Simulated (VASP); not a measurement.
A convergence study with VASP on MgO (space group Fm-3m): one setting is varied, all else stays as given below, so the limit is that of these other settings.

```yaml
crystal:
  lattice:
    - [0.00000, 2.09869, 2.09869]
    - [2.09869, 0.00000, 2.09869]
    - [2.09869, 2.09869, 0.00000]
  atoms:
    - { symbol: Mg, position: [0.00000, 0.00000, 0.00000] }
    - { symbol: O, position: [0.50000, 0.50000, 0.50000] }
```

All values below come from PBE GGA, VASP's PBE PAW potentials (set 64) (plane waves; VASP 6.6.1). The tightest run used: 400 eV cut-off, 10×10×10 Γ-centred mesh, Gaussian smearing of 0.010 eV, potentials Mg O.

Task: The settings run are 4×4×4 mesh; 5×5×5 mesh; 6×6×6 mesh; 7×7×7 mesh; 8×8×8 mesh; 10×10×10 mesh. From which on does the mean ε∞ stay within 0.05  of the tightest run?

Result: From 6×6×6 mesh on: it is off by 0.02 there and by no more than 0.05 in any finer run, while 5×5×5 mesh is off by 0.07.
```csv
setting,mean ε∞,irreducible k-points,difference judged ()
4×4×4 mesh,3.32,8,0.21
5×5×5 mesh,3.18,10,0.07
6×6×6 mesh,3.13,16,0.02
7×7×7 mesh,3.12,20,0.01
8×8×8 mesh,3.11,29,0.00
10×10×10 mesh,3.11,47,0.00
```

Left out are rungs that failed or repeat a setting and relaxations that didn't move; long series are thinned to 24 rows.

The structure is a typed MgO crystal (space group no. 225). The cell was not relaxed at this level.
